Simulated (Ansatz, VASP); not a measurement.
# Cross-check of Hf (Hafnium) between VASP and Ansatz

Aim: how closely do two programs agree when they are given the same cell, functional and k mesh? The cell is taken from a series of runs on this material, whose earlier steps may have relaxed, scaled, displaced or heated it; both programs get it as it stands.

Calculated with Ansatz 0.2.0; plane waves, with VASP 6.6.1 beside it; zone-centre phonons at PBEsol.

### 1. The starting structure

Symmetry: P6_3/mmc, No. 194, hexagonal system. The conventional cell has a = 3.069 Å, b = 3.069 Å, c = 4.873 Å, α = 90.00°, β = 90.00°, γ = 120.00°. Hf has 12 Hf at 3.01 to 3.07 Å nearest.

### 2. Ansatz: zone-centre phonons, PBEsol

Ansatz runs on its PAW soft_1 files.

Second derivatives magnify differences that forces hide, and they need a tight electronic threshold.

Input file input.yaml:

```yaml
crystal:
  lattice:
    - [3.0692906459, 0.0, 0.0]
    - [-1.5346453229, 2.658083671, 0.0]
    - [0.0, 0.0, 4.8727091828]
  atoms:
    - { symbol: Hf, position: [0.3333333333, 0.6666666667, 0.25] }
    - { symbol: Hf, position: [0.6666666667, 0.3333333333, 0.75] }
kpoints:
  mp_grid: { grid: [15, 15, 8] }
hamiltonian:
  xc: pbesol
  pseudopotentials: { kind: paw, azcp: { folder: soft_1 }, xc_functional: pbe }
scf:
  occupations: { method: methfessel_paxton, width: 0.2 }
output:
  eigenvalues: true
phonons:
  method: dfpt
```

On the command line:

```bash
$ ansatz run input.yaml --threads 4 --pin off --max-ram 10240MiB --backend cpu --events-out ev --progress --plain --runs-dir out
```

Numbers of over 12 decimals in the logs are rounded to 6 here.

The program printed:

```text
zone centre: on kpoints.mp_grid the ground state, and the responses unless they are solved on pairs of k-points, stand on 320 of the mesh's 1800 k-points, reduced under 4 symmetry operations, with k and −k counted as one. Each operation leaves every solved displacement unchanged or reverses it
Engine: ansatz 0.2.0, x86_64-unknown-linux-gnu
Pseudopotentials: kind: paw
Pseudopotential: Hf, paw, valence charge 26, recommended cutoff 420 eV (normal), soft_1/Hf.paw.azcp
Functional definition: PBEsol
  exchange = pbesol_x
  correlation = pbesol_c
Crystal: 2 atoms, lattice volume = 39.754 Å³
Basis set: ecut = 420 eV, 773 PW (Γ), exchange–correlation on 48×48×72 points (8 copies of the dense FFT grid, shifted against one another)
Bands: 32, of which v1, the nominal top of the filled ones, is band 26 counted from 1 (25 counted from 0)
Symmetry: 24 space group operations
k-points: 320 of 1800 (irreducible under 4 space group operations, time reversal used)
Non-local potential: Hf, projectors of the file, l = 0: 3, l = 1: 2, l = 2: 2, l = 3: 3
PAW form: soft (Blöchl's): semilocal exchange-correlation on the pseudo side does not see the compensation charge
PAW frozen core: Hf, regenerated for the run's functional, and the local potential with it (the file was generated under x = pbe(κ = 0.804, μ = 0.219515), c = pbe(β = 0.066725))
PAW one-centre angular grid: Hf, 590 points (default); XC on 64 Gauss nodes
Initial density: superposition of atomic densities (chi_scale 0.1, normalization cell)
Initial wavefunctions: pseudopotential atomic-orbital guess
Functional: x = pbesol(κ = 0.804, μ = 0.123457), c = pbesol(β = 0.046)
SCF iter   1: F=—  HF=-31197.728059 eV  |F-HF|=—  |Δ(HF+E_count)|=         —  Δρ=3.72e-2  dr2=6.17e-1  ethr=3.10e-3  ⟨swp⟩=5.3  Hψ=35628  notcnv=0
preconditioner: auto → Kerker (q_TF=auto, 2.853 Å⁻¹)  [metal: Δε(μ)=0.015 eV  Ē_g=16.954 eV  σ=0.200 eV  W_gap=0.06  n_scr=22 (ndim 8)  ℏωp=40.8 eV  f_vac=0.000  D(μ)=1.28/eV (n_scr^D=8)]
SCF iter   2: F=—  HF=-31197.583787 eV  |F-HF|=—  |Δ(HF+E_count)|=   1.44e-1  S|Δr|=    0.00e0  Δρ=2.27e-2  dr2=2.27e-1  ethr=1.19e-3  ⟨swp⟩=3.0  Hψ=20681  notcnv=0  defer=175
SCF iter   3: F=—  HF=-31197.532102 eV  |F-HF|=—  |Δ(HF+E_count)|=   5.17e-2  S|Δr|=    0.00e0  Δρ=1.00e-2  dr2=4.58e-2  ethr=4.37e-4  ⟨swp⟩=2.0  Hψ=15891  notcnv=0  defer=177
SCF iter   4: F=—  HF=-31197.492472 eV  |F-HF|=—  |Δ(HF+E_count)|=   3.96e-2  S|Δr|=    0.00e0  Δρ=3.32e-3  dr2=2.04e-3  ethr=8.80e-5  ⟨swp⟩=2.0  Hψ=18407  notcnv=0  defer=177
SCF iter   5: F=—  HF=-31197.493435 eV  |F-HF|=—  |Δ(HF+E_count)|=   9.62e-4  S|Δr|=    0.00e0  Δρ=6.38e-4  dr2=1.33e-4  ethr=3.93e-6  ⟨swp⟩=2.6  Hψ=16095  notcnv=0  defer=172
SCF iter   6: F=—  HF=-31197.493582 eV  |F-HF|=—  |Δ(HF+E_count)|=   1.48e-4  S|Δr|=    0.00e0  Δρ=1.29e-4  dr2=4.79e-6  ethr=2.57e-7  ⟨swp⟩=2.2  Hψ=18579  notcnv=0  defer=172
SCF iter   7: F=—  HF=-31197.493591 eV  |F-HF|=—  |Δ(HF+E_count)|=   8.97e-6  S|Δr|=    0.00e0  Δρ=2.73e-5  dr2=3.03e-7  ethr=9.21e-9  ⟨swp⟩=2.8  Hψ=19119  notcnv=0  defer=175
SCF iter   8: F=—  HF=-31197.493591 eV  |F-HF|=—  |Δ(HF+E_count)|=   5.09e-8  S|Δr|=    0.00e0  Δρ=5.52e-6  dr2=1.26e-8  ethr=5.82e-10  ⟨swp⟩=2.6  Hψ=18411  notcnv=0  defer=175
SCF iter   9: F=—  HF=-31197.493591 eV  |F-HF|=—  |Δ(HF+E_count)|=   4.08e-9  S|Δr|=    0.00e0  Δρ=9.55e-7  dr2=2.74e-10  ethr=2.43e-11  ⟨swp⟩=2.4  Hψ=17849  notcnv=0  defer=175
SCF iter  10: F=—  HF=-31197.493591 eV  |F-HF|=—  |Δ(HF+E_count)|=  5.46e-11  S|Δr|=    0.00e0  Δρ=2.18e-7  dr2=1.35e-11  ethr=1.00e-12  ⟨swp⟩=2.8  Hψ=17997  notcnv=0  defer=175
SCF iter  11: F=-31197.493591 eV  HF=-31197.493591 eV  |F-HF|=7.28e-12  |Δ(HF+E_count)|=  3.64e-12  S|Δr|=    0.00e0  Δρ=5.02e-8  dr2=4.66e-13  ethr=1.00e-12  ⟨swp⟩=11.6  Hψ=65113  notcnv=0
SCF 1 converged in 11 iterations: F = -31197.493591 eV  dr2 = 4.66e-13
  greatest PAW one-centre occupation: 0.998 electrons in one spin orbital (limit 2), on the Hf atom at site 1 (counted from 0), in its partial waves of l = 0
DFPT response loops at Γ: preconditioner auto → Kerker (q_TF=auto, 2.853 Å⁻¹) (partly filled bands, converged f_vac=0.000); β = 1.00, the filter's whole step (`scf.mixing.beta` (0.50) is not read by the response loops under this deck's `scf.mixing.preconditioner`; to damp them name `kerker` or `kerker_dos`, under which they read `scf.mixing.beta`, and type it under 1.00, their step now; both keys bind the ground state too); Broyden in place of MSR1
SCF converged after 11 iterations
Stability not checked: this state was not tested for a lower state beside it, because cold or Methfessel-Paxton smearing, or corrected tetrahedra, fill the levels in a way that the test cannot read (fill_not_monotonic; see scf.lower_state_search)
Free energy (F): -31197.493591 eV
Harris-Foulkes:  -31197.493591 eV  (|F-HF|=7.28e-12)
Internal energy: -31197.496294 eV  (E = F + TS)
E sigma→0 (E₀):  -31197.494267 eV
Entropy (-TS):   0.002703 eV (1.352 meV/atom)
Fermi energy:    20.525822 eV
Step filling:    the computed levels leave a gap of 0.0000 eV = 0.0 smearing widths at the electron count; against every level under it full and every level over it empty, smearing changes F+E_penalty+E_count by +0.944 meV and its σ→0 estimate by +0.268 meV
--- Per-component energies (eV) ---
  E_band       = 115.485582
  E_kinetic    = 828.474979
  E_local      = -11987.009655  (includes V_loc(G=0)·N_el)
  E_nonlocal   = 128.845917
  E_hartree    = 5891.757197
  E_xc         = -532.751875
  E_vxc        = -513.782532  (∫ρ·V_xc dr)
  E_paw        = -15151.974812  (= ΣΔE_a)
  E_vpaw       = -124.557726  (= ΣTr[D̂ρ^β])
  E_aug_tail   = 0.000210  (compensation charges beyond the density's cutoff)
  E_ewald      = -10377.340367
  E_core_change = 2.502112  (= ΣΔE_core)
  E_smearing   = 0.002703  (= −TS)
  E_closure    = 0.000000  (closes the sum)
  Σ components = -31197.493591   (vs F -31197.493591, Δ=0.00e0)
--- Band table (eV; the first three rows and the last of 320) ---
  k-point 0: bands = [... 22 lower, 12.7231, 16.3834, 21.6207, 21.6697, 21.6697, 21.9552, 22.6201, 22.6201, ... 2 higher]
  k-point 1: bands = [... 22 lower, 12.8888, 16.3408, 21.3498, 21.5779, 21.5779, 21.8149, 22.4828, 22.4828, ... 2 higher]
  k-point 2: bands = [... 22 lower, 13.3640, 16.1457, 20.8185, 21.4438, 21.4456, 21.4456, 22.1619, 22.1619, ... 2 higher]
  k-point 319: bands = [... 22 lower, 17.3774, 17.3774, 19.6536, 19.6536, 20.4906, 20.4906, 22.8780, 22.8780, ... 2 higher]
--- Phonons (Γ-DFPT): 2 representative perturbations + reference, on 320 of 1800 k-points (Σ response iterations 6) ---
  k mesh reduced under 4 symmetry operations, with k and −k counted as one. Each operation leaves every solved displacement unchanged or reverses it
  ASR residual: 3.392e-5 → 0.000e0 eV/Å²; symmetrization residual: 1.505e-9 eV/Å²
  ASR residual per site (eV/Å²): 3.39e-5 3.39e-5
  Γ frequencies (cm⁻¹): 0.00 0.00 0.00 74.11 74.11 136.94
  non-analytic LO–TO correction: not included (Born effective charges unavailable; polar crystals: no LO–TO splitting at Γ)
```

### 3. VASP: zone-centre phonons, PBEsol

The same cell, functional, mesh and smearing now go to VASP, with its own data sets.

Lines of VASP's logs that name or quote its potential files are left out, and so is its time.

Input file INCAR:

```
SYSTEM = Hf
PREC = Accurate
ENCUT = 500
EDIFF = 1E-08
NELM = 120
ISMEAR = 1
SIGMA = 0.2
LREAL = .FALSE.
ALGO = Normal
GGA = PS
NBANDS = 16
LASPH = .TRUE.
LORBIT = 11
LWAVE = .FALSE.
LCHARG = .FALSE.
ISIF = 2
IBRION = 8
GGA_COMPAT = .FALSE.
KPAR = 2
```

Input file POSCAR:

```
Hf
1.0
    3.0692906459      0.0000000000      0.0000000000
   -1.5346453229      2.6580836710      0.0000000000
    0.0000000000      0.0000000000      4.8727091828
Hf
2
Direct
    0.3333333334      0.6666666668      0.2500000000
    0.6666666668      0.3333333334      0.7500000000
```

Input file KPOINTS:

```
Automatic mesh
0
Gamma
15 15 8
0 0 0
```

The projector-augmented-wave data sets are Hf_pv (PBE family, release 64).

On the command line:

```bash
$ mpirun -np 2 vasp_std
```

The program printed:

```text
[banner, memory and clock lines left out]
running    2 mpi-ranks, on    1 nodes
 distrk:  each k-point on    1 cores,    2 groups
 distr:  one band on    1 cores,    1 groups

 POSCAR found type information on POSCAR Hf
 POSCAR found :  1 types and       2 ions
|                                                                             |
|               ----> ADVICE to this user running VASP <----                  |
|                                                                             |
|     You enforced a specific xc type in the INCAR file but a different       |
|     [... a line on the potential file left out ...]
|     I HOPE YOU KNOW WHAT YOU ARE DOING!                                     |
|                                                                             |

 LDA part: xc-table for (Slater+PW92), standard interpolation
 POSCAR, INCAR and KPOINTS ok, starting setup
 FFT: planning ... GRIDC
 FFT: planning ... GRID_SOFT
 FFT: planning ... GRID
 WAVECAR not read
 entering main loop
       N       E                     dE             d eps       ncg     rms          rms(c)
DAV:   1     0.470270448676E+02    0.47027E+02   -0.11379E+04  4336   0.117E+03
DAV:   2    -0.200446694684E+02   -0.67072E+02   -0.65573E+02  5672   0.253E+02
DAV:   3    -0.215547265154E+02   -0.15101E+01   -0.15006E+01  5616   0.263E+01
DAV:   4    -0.215650058366E+02   -0.10279E-01   -0.10271E-01  5328   0.263E+00
DAV:   5    -0.215651096861E+02   -0.10385E-03   -0.10385E-03  5664   0.224E-01    0.710E+01
DAV:   6    -0.210860303741E+02    0.47908E+00   -0.39908E-01  5208   0.436E+00    0.422E+01
DAV:   7    -0.209098962644E+02    0.17613E+00   -0.67831E-01  5256   0.548E+00    0.191E+00
DAV:   8    -0.209016482676E+02    0.82480E-02   -0.42151E-02  4984   0.146E+00    0.361E-01
DAV:   9    -0.209017429460E+02   -0.94678E-04   -0.93660E-04  5832   0.224E-01    0.183E-01
DAV:  10    -0.209017370937E+02    0.58522E-05   -0.44993E-05  5016   0.495E-02    0.229E-01
DAV:  11    -0.209017373153E+02   -0.22157E-06   -0.57149E-06  5392   0.172E-02    0.142E-02
DAV:  12    -0.209017373900E+02   -0.74711E-07   -0.49473E-07  5312   0.494E-03    0.432E-03
DAV:  13    -0.209017373458E+02    0.44173E-07   -0.14704E-08  4096   0.947E-04    0.129E-03
DAV:  14    -0.209017373256E+02    0.20249E-07   -0.11840E-09  2936   0.297E-04    0.305E-04
DAV:  15    -0.209017373231E+02    0.24506E-08   -0.21726E-10  2776   0.117E-04
   1 F= -.20901737E+02 E0= -.20902607E+02  d E =0.260874E-02
 Linear response reoptimize wavefunctions to high precision
DAV:   1    -0.209017373226E+02    0.57526E-09   -0.42303E-11  2808   0.532E-05
DAV:   2    -0.209017373226E+02   -0.12051E-10   -0.83257E-12  2608   0.235E-05
 Linear response DOF=           2
 Linear response progress:
  Degree of freedom:   1/  2
       N       E                     dE             d eps       ncg     rms          rms(c)
RMM:   1    -0.197849070977E+00   -0.19785E+00    0.46932E+00 18724   0.119E+01
RMM:   2    -0.202024067541E+00   -0.41750E-02   -0.38525E-02 27643   0.121E+00    0.576E-01
RMM:   3    -0.201195487256E+00    0.82858E-03   -0.41435E-03 34807   0.261E-01    0.128E-01
RMM:   4    -0.200822874694E+00    0.37261E-03   -0.45733E-04 41076   0.897E-02    0.188E-01
RMM:   5    -0.200376891803E+00    0.44598E-03   -0.43053E-05 37212   0.424E-02    0.263E-02
RMM:   6    -0.200313770503E+00    0.63121E-04   -0.17120E-05 42580   0.135E-02    0.308E-02
RMM:   7    -0.200320286776E+00   -0.65163E-05   -0.17386E-05 37620   0.712E-03    0.441E-02
RMM:   8    -0.200308409007E+00    0.11878E-04    0.60078E-06 38850   0.335E-03    0.802E-03
RMM:   9    -0.200307387160E+00    0.10218E-05   -0.59173E-06 41908   0.990E-04    0.138E-03
RMM:  10    -0.200307914145E+00   -0.52699E-06   -0.26107E-06 39601   0.267E-04    0.812E-04
RMM:  11    -0.200308128906E+00   -0.21476E-06   -0.15013E-06 41535   0.131E-04    0.573E-04
RMM:  12    -0.200308149887E+00   -0.20981E-07   -0.64690E-07 40608   0.685E-05    0.223E-05
RMM:  13    -0.200308188685E+00   -0.38798E-07   -0.32343E-07 39544   0.449E-05    0.100E-04
RMM:  14    -0.200308195684E+00   -0.69990E-08   -0.17493E-07 37469   0.344E-05    0.616E-06
RMM:  15    -0.200308203230E+00   -0.75457E-08   -0.10360E-07 30770   0.292E-05    0.678E-06
RMM:  16    -0.200308211764E+00   -0.85344E-08   -0.58784E-08 29356   0.272E-05    0.758E-06
 first order change of Fermi-energy  -0.39368E-05
 force on displaced ion       1 direction 1 :  -1.834  -0.000   0.000
 Linear response progress:
  Degree of freedom:   2/  2
       N       E                     dE             d eps       ncg     rms          rms(c)
RMM:   1    -0.242809336335E+00   -0.24281E+00    0.50359E+00  6458   0.124E+01
RMM:   2    -0.252302069162E+00   -0.94927E-02   -0.44946E-02  9575   0.126E+00    0.760E-01
RMM:   3    -0.251420446415E+00    0.88162E-03   -0.30378E-03 10982   0.290E-01    0.226E-01
RMM:   4    -0.251245884100E+00    0.17456E-03   -0.32361E-04 13199   0.993E-02    0.202E-01
RMM:   5    -0.250956812418E+00    0.28907E-03    0.26559E-05 12778   0.449E-02    0.472E-02
RMM:   6    -0.250869956445E+00    0.86856E-04    0.83059E-05 11355   0.187E-02    0.368E-02
RMM:   7    -0.250904389237E+00   -0.34433E-04   -0.76408E-05 12612   0.625E-03    0.127E-02
RMM:   8    -0.250898951597E+00    0.54376E-05    0.27679E-05 13032   0.288E-03    0.237E-03
RMM:   9    -0.250890596907E+00    0.83547E-05    0.96531E-06 13304   0.141E-03    0.102E-03
RMM:  10    -0.250890080831E+00    0.51608E-06    0.94941E-06 13184   0.434E-04    0.413E-04
RMM:  11    -0.250890314698E+00   -0.23387E-06    0.56687E-06 13091   0.202E-04    0.519E-05
RMM:  12    -0.250890446052E+00   -0.13135E-06    0.31813E-06 13706   0.818E-05    0.344E-05
RMM:  13    -0.250890601059E+00   -0.15501E-06    0.10108E-06 13184   0.497E-05    0.188E-05
RMM:  14    -0.250890604282E+00   -0.32233E-08    0.76652E-07 13441   0.378E-05    0.367E-06
RMM:  15    -0.250890695779E+00   -0.91496E-07   -0.30296E-07 12475   0.319E-05    0.185E-06
RMM:  16    -0.250890678301E+00    0.17478E-07   -0.10362E-07  8993   0.292E-05    0.173E-06
RMM:  17    -0.250890697041E+00   -0.18740E-07   -0.37387E-07  8698   0.284E-05    0.660E-07
RMM:  18    -0.250890699392E+00   -0.23509E-08   -0.36591E-07  7610   0.277E-05    0.156E-07
RMM:  19    -0.250890702211E+00   -0.28197E-08   -0.40460E-07  6682   0.274E-05    0.511E-07
RMM:  20    -0.250890702147E+00    0.64064E-10   -0.39346E-07  6780   0.273E-05    0.333E-07
RMM:  21    -0.250890702097E+00    0.50828E-10   -0.40344E-07  5847   0.270E-05    0.421E-07
RMM:  22    -0.250890701661E+00    0.43526E-09   -0.38947E-07  5573   0.270E-05    0.969E-08
 first order change of Fermi-energy  -0.14681E-03
 force on displaced ion       1 direction 3 :   0.000   0.000  -6.024
 Linear response finished
```

(Continued in part 2 of 2.)

[Lines on the potential files, build, host, timing and source positions are cut from VASP's logs without a mark.]

[Logs are printed without paths, hosts, clocks, repeated set-up lines and the standing remarks that a program may print on its own settings, such as how far it seeks lower states.]

[Hosts, paths, dates, database ids (printed as entryN), source tags and the programs' standing remarks are cut or masked in the printed files.]
